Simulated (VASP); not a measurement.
Computed with r2SCAN meta-GGA, VASP's PBE PAW potentials (set 64) (plane waves; VASP 6.6.1).

VASP ran on this input.

**INCAR**
```
ALGO = Normal
EDIFF = 1E-7
ENCUT = 600
ISIF = 2
ISMEAR = 1
LASPH = T
LCHARG = F
LMAXMIX = 4
LMIXTAU = T
LREAL = F
LWAVE = F
METAGGA = R2SCAN
NELM = 100
PREC = Accurate
SIGMA = 0.1
SYSTEM = ZrB2
```

KPOINTS:
```
kpoints
0
G
10 10 8
0 0 0
```

POSCAR:
```
ZrB2
3.2072980
  0.5063979970  -0.8622999653   0.0000000000
  0.4807511066   0.8474927288   0.0000000000
  0.0000000000   0.0000000000   1.1088437967
Zr B
1 2
Cart
  0.9871491037  -0.0148072365   0.0000000000
  0.4893000616   0.2775624007   0.5544218983
  0.4978490421  -0.2923696372   0.5544218983
```

POTCAR, in this order: Zr_sv B (PBE.64 set). Program: vasp_std.

Output

### OUTCAR
```
 ion  position               nearest neighbor table
   1  0.000  0.000  0.000-   2 2.53   2 2.53   3 2.53   3 2.53   2 2.55   3 2.55   2 2.55   3 2.55
                             3 2.57   3 2.57   2 2.57   2 2.57
   2  0.333  0.667  0.500-   3 1.80   3 1.83   3 1.85   1 2.53   1 2.53   1 2.55   1 2.55   1 2.57
                             1 2.57
   3  0.667  0.333  0.500-   2 1.80   2 1.83   2 1.85   1 2.53   1 2.53   1 2.55   1 2.55   1 2.57
                             1 2.57
  LATTYP: Found a simple monoclinic cell.
 ALAT       =     3.1250433632
 B/A-ratio  =     1.1380298057
 C/A-ratio  =     1.0132459432
 COS(beta)  =    -0.4803039871
 Subroutine PRICEL returns:
 Original cell was already a primitive cell.
 Subroutine GETGRP returns: Found  4 space group operations
The static configuration has the point symmetry C_2h.
The dynamic configuration has the point symmetry C_2h.
 Subroutine INISYM returns: Found  4 space group operations
 Subroutine IBZKPT returns following result:
 Found    260 irreducible k-points:

 Following reciprocal coordinates:
            Coordinates               Weight
  0.000000  0.000000  0.000000      1.000000
  0.100000 -0.000000  0.000000      2.000000
...
```

OSZICAR:
```
       N       E                     dE             d eps       ncg     rms          rms(c)
DAV:   1     0.107485059075E+03    0.10749E+03   -0.11026E+04  6760   0.158E+03
DAV:   2    -0.420879482483E+02   -0.14957E+03   -0.14475E+03  7926   0.368E+02
DAV:   3    -0.492808090401E+02   -0.71929E+01   -0.71091E+01 11408   0.689E+01
DAV:   4    -0.494439131192E+02   -0.16310E+00   -0.16297E+00  8640   0.989E+00
DAV:   5    -0.494482210243E+02   -0.43079E-02   -0.43076E-02 10507   0.123E+00    0.233E+01
DAV:   6    -0.404943668846E+02    0.89539E+01   -0.82270E+00  9152   0.263E+01    0.769E+00
DAV:   7    -0.404075876498E+02    0.86779E-01   -0.94720E-01  8469   0.108E+01    0.153E+00
DAV:   8    -0.403156687390E+02    0.91919E-01   -0.91880E-01  8191   0.976E+00    0.101E+00
DAV:   9    -0.404408521779E+02   -0.12518E+00   -0.39573E-02  9138   0.225E+00    0.798E-01
DAV:  10    -0.405650409196E+02   -0.12419E+00   -0.98063E-02  7873   0.385E+00    0.221E-01
DAV:  11    -0.405869691294E+02   -0.21928E-01   -0.44557E-03  8725   0.732E-01    0.155E-01
DAV:  12    -0.406017992602E+02   -0.14830E-01   -0.35793E-02  7220   0.189E+00    0.190E-01
DAV:  13    -0.406085658333E+02   -0.67666E-02   -0.34379E-03  8150   0.566E-01    0.102E-01
DAV:  14    -0.406107060537E+02   -0.21402E-02   -0.65826E-04  7640   0.250E-01    0.224E-02
DAV:  15    -0.406114289712E+02   -0.72292E-03   -0.58676E-04  7635   0.234E-01    0.187E-02
DAV:  16    -0.406114401829E+02   -0.11212E-04   -0.25462E-05  9628   0.502E-02    0.899E-03
DAV:  17    -0.406114365088E+02    0.36741E-05   -0.54966E-06  8715   0.192E-02    0.377E-03
DAV:  18    -0.406114412505E+02   -0.47417E-05   -0.38467E-06  7340   0.232E-02    0.225E-03
DAV:  19    -0.406114418892E+02   -0.63872E-06   -0.64037E-07  7220   0.110E-02    0.146E-03
DAV:  20    -0.406114419516E+02   -0.62388E-07   -0.11563E-07  5105   0.396E-03
   1 F= -.40611442E+02 E0= -.40611432E+02  d E =-.293118E-04
```

File OUTCAR:
```
------------------------ aborting loop because EDIFF is reached ----------------------------------------
  FORCE on cell =-STRESS in cart. coord.  units (eV):
  Direction    XX          YY          ZZ          XY          YZ          ZX
  --------------------------------------------------------------------------------------
  Total        0.0712237      0.0415092     -0.0054408      1.5154074      0.0000000      0.0000000
  in kB        3.6969885      2.1546065     -0.2824145     78.6598641      0.0000000      0.0000000
  external PRESSURE =       1.8563935 kB  Pullay stress =       0.0000000 kB
  volume of cell :       30.87
      direct lattice vectors                 reciprocal lattice vectors
     1.624169283 -2.765652954  0.000000000     0.313182998 -0.177657068  0.000000000
     1.541912063  2.718161734  0.000000000     0.318654874  0.187134636  0.000000000
     0.000000000  0.000000000  3.556392491     0.000000000  0.000000000  0.281183813
 POSITION                                       TOTAL-FORCE (eV/Angst)
 -----------------------------------------------------------------------------------
      0.00000      0.00000      0.00000        -0.000000      0.000000      0.000000
      1.56933      0.89023      1.77820         0.068749     -0.013571     -0.000000
      1.59675     -0.93772      1.77820        -0.068749      0.013571      0.000000
 -----------------------------------------------------------------------------------
    total drift:                                0.000000      0.000000      0.000000
  FREE ENERGIE OF THE ION-ELECTRON SYSTEM (eV)
  ---------------------------------------------------
  free  energy   TOTEN  =       -40.6114419516 eV

  energy  without entropy=      -40.6114126398  energy(sigma->0) =      -40.61143218
```
(Selected blocks of OUTCAR.)

The compound is ZrB2 in the AlB2 type structure. This cell was strained or had an atom moved on purpose.
